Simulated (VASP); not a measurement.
Computed with PBEsol GGA, VASP's PBE PAW potentials (set 64) (plane waves; VASP).

A VASP calculation is set up with these files.

**KPOINTS**
```
k-points along high-symmetry lines
10
Line-mode
Reciprocal
  0.000000   0.000000   0.000000 ! GAMMA
  0.500000  -0.000000   0.000000 ! M

  0.500000  -0.000000   0.000000 ! M
  0.333333   0.333333   0.000000 ! K

  0.333333   0.333333   0.000000 ! K
  0.000000   0.000000   0.000000 ! GAMMA

  0.000000   0.000000   0.000000 ! GAMMA
  0.000000   0.000000   0.500000 ! A

  0.000000   0.000000   0.500000 ! A
  0.500000  -0.000000   0.500000 ! L

  0.500000  -0.000000   0.500000 ! L
  0.333333   0.333333   0.500000 ! H

  0.333333   0.333333   0.500000 ! H
  0.000000   0.000000   0.500000 ! A

  0.500000  -0.000000   0.500000 ! L
  0.500000  -0.000000   0.000000 ! M

  0.333333   0.333333   0.500000 ! H
  0.333333   0.333333   0.000000 ! K
```

File POSCAR:
```
PtS2
1
    1.7829133649    -3.0880966056    -0.0000000000
    1.7829133649     3.0880966056     0.0000000000
    0.0000000000     0.0000000000     4.8232578439
Pt S
1 2
Direct
  1.0000000000   1.0000000000   1.0000000000
  0.3333330000   0.6666670000   0.2483770505
  0.6666670000   0.3333330000   0.7516229495
```

INCAR:
```
ALGO = Normal
EDIFF = 1E-7
ENCUT = 400
GGA = PS
ICHARG = 11
ISMEAR = 0
LASPH = .True.
LCHARG = .False.
LMAXMIX = 6
LORBIT = 11
LREAL = .False.
LWAVE = .False.
NELM = 100
PREC = Accurate
SIGMA = 0.05
SYSTEM = PtS2
```

POTCAR, in this order: Pt S (PBE.64 set). Program: vasp_std. Read from the step before: CHGCAR.

Output

OUTCAR:
```
 ion  position               nearest neighbor table
   1  0.000  0.000  0.000-   2 2.38   3 2.38   3 2.38   2 2.38   3 2.38   2 2.38
   2  0.333  0.667  0.248-   1 2.38   1 2.38   1 2.38
   3  0.667  0.333  0.752-   1 2.38   1 2.38   1 2.38
  LATTYP: Found a hexagonal cell.
 ALAT       =     3.5658267922
 C/A-ratio  =     1.3526337999
 Subroutine PRICEL returns:
 Original cell was already a primitive cell.
 Subroutine GETGRP returns: Found 12 space group operations
The static configuration has the point symmetry D_3d.
The dynamic configuration has the point symmetry D_3d.
 Subroutine INISYM returns: Found 12 space group operations
   k-points           NKPTS =     90   k-points in BZ     NKDIM =     90   number of bands    NBANDS=     15
   number of dos      NEDOS =    301   number of ions     NIONS =      3
   total plane-waves  NPLWV =  18432
   dimension x,y,z NGX =    24 NGY =   24 NGZ =   32
   dimension x,y,z NGXF=    48 NGYF=   48 NGZF=   64
   ions per type =               1   2
   PREC   = accura    normal or accurate (medium, high low for compatibility)
   ISTART =      0    job   : 0-new  1-cont  2-samecut
   ICHARG =     11    charge: 1-file 2-atom 10-const
   ISPIN  =      1    spin polarized calculation?
   LNONCOLLINEAR =      F non collinear calculations
   LSORBIT =      F    spin-orbit coupling
...
```

OSZICAR:
```
       N       E                     dE             d eps       ncg     rms          rms(c)
DAV:   1     0.926938601657E+02    0.92694E+02   -0.91349E+03  2828   0.105E+03
DAV:   2    -0.133862612026E+02   -0.10608E+03   -0.10375E+03  3512   0.221E+02
DAV:   3    -0.168931170658E+02   -0.35069E+01   -0.34635E+01  3407   0.434E+01
DAV:   4    -0.169314255041E+02   -0.38308E-01   -0.38303E-01  3491   0.491E+00
DAV:   5    -0.169320953994E+02   -0.66990E-03   -0.66988E-03  3526   0.620E-01
DAV:   6    -0.169321154369E+02   -0.20038E-04   -0.20037E-04  3678   0.102E-01
DAV:   7    -0.169321160157E+02   -0.57873E-06   -0.57858E-06  3512   0.159E-02
DAV:   8    -0.169321160385E+02   -0.22833E-07   -0.22571E-07  3384   0.292E-03
   1 F= -.16932116E+02 E0= -.16932116E+02  d E =-.430124E-07
```

### OUTCAR
```
 val. band max:        7.3705630712   @ k =   0.0000   0.0000   0.0000

 cond. band min:       7.6888436881   @ k =   0.1481   0.1481   0.5000



 k-point     1 :       0.0000    0.0000    0.0000
  band No.  band energies     occupation
      1      -8.3614      2.00000
      2      -5.0916      2.00000
      3      -0.0436      2.00000
      4       0.3650      2.00000
      5       0.3650      2.00000
      6       3.2371      2.00000
      7       3.2371      2.00000
      8       5.0747      2.00000
      9       5.9634      2.00000
     10       5.9635      2.00000
     11       7.3706      2.00000
     12       8.9829      0.00000
     13       8.9829      0.00000
     14      11.2997      0.00000
     15      12.4793      0.00000

 k-point     2 :       0.0556    0.0000    0.0000
  band No.  band energies     occupation
      1      -8.3214      2.00000
      2      -5.1177      2.00000
      3      -0.0005      2.00000
      4       0.3915      2.00000
      5       0.4026      2.00000
      6       3.1801      2.00000
      7       3.2044      2.00000
      8       4.9667      2.00000
      9       5.9154      2.00000
     10       5.9590      2.00000
     11       7.3288      2.00000
     12       8.8630      0.00000
     13       8.9727      0.00000
     14      11.5604      0.00000
     15      12.6479      0.00000

 k-point     3 :       0.1111    0.0000    0.0000
  band No.  band energies     occupation
      1      -8.2033      2.00000
      2      -5.1918      2.00000
      3       0.1249      2.00000
      4       0.4683      2.00000
      5       0.5131      2.00000
      6       2.9981      2.00000
      7       3.1195      2.00000
      8       4.6762      2.00000
      9       5.8111      2.00000
     10       5.9257      2.00000
     11       7.1526      2.00000
     12       8.7024      0.00000
     13       8.9646      0.00000
     14      12.1219      0.00000
     15      13.0838      0.00000

...
```

The density is held fixed in this step, so its total energy and stress have no physical meaning. Without a dispersion term in the relaxation, distances and binding between the weakly bound layers, chains or molecules are unreliable, and so is what depends on them. Unless said otherwise, spin-orbit coupling is left out, though it shifts the bands of the heavy elements here.

The compound is PtS2 in the 1T layered structure. It was relaxed first.
